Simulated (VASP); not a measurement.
```
ZrC
1.0
    0.00000     2.34822     2.34822
    2.34822     0.00000     2.34822
    2.34822     2.34822     0.00000
Zr C
1 1
Direct
  0.00000   0.00000   0.00000
  0.50000   0.50000   0.50000
```

These are optB86b-vdW, VASP's PBE PAW potentials (set 64) (plane waves; VASP) values and carry that method's errors. Run with 520 eV cut-off, Gaussian smearing of 0.050 eV, potentials Zr_sv C.

Q: Give the energies of bands 6 to 11 at the high-symmetry points, in eV from the Fermi level.

A: 
```json
[
 {"band": "6", "Γ": "0.90", "X": "-2.07", "U": "-3.06", "L": "-5.32", "W": "-2.67"},
 {"band": "7", "Γ": "0.90", "X": "-1.80", "U": "-2.30", "L": "-2.97", "W": "-2.36"},
 {"band": "8", "Γ": "0.90", "X": "0.03", "U": "-1.60", "L": "-2.97", "W": "-2.36"},
 {"band": "9", "Γ": "1.05", "X": "0.03", "U": "1.47", "L": "4.45", "W": "3.25"},
 {"band": "10", "Γ": "1.05", "X": "4.42", "U": "4.83", "L": "4.45", "W": "3.25"},
 {"band": "11", "Γ": "1.05", "X": "5.61", "U": "5.35", "L": "5.29", "W": "5.62"}
]
```

It has no gap at this level: it comes out as a metal or semimetal.

The compound is ZrC in the rock salt structure. It was relaxed first.
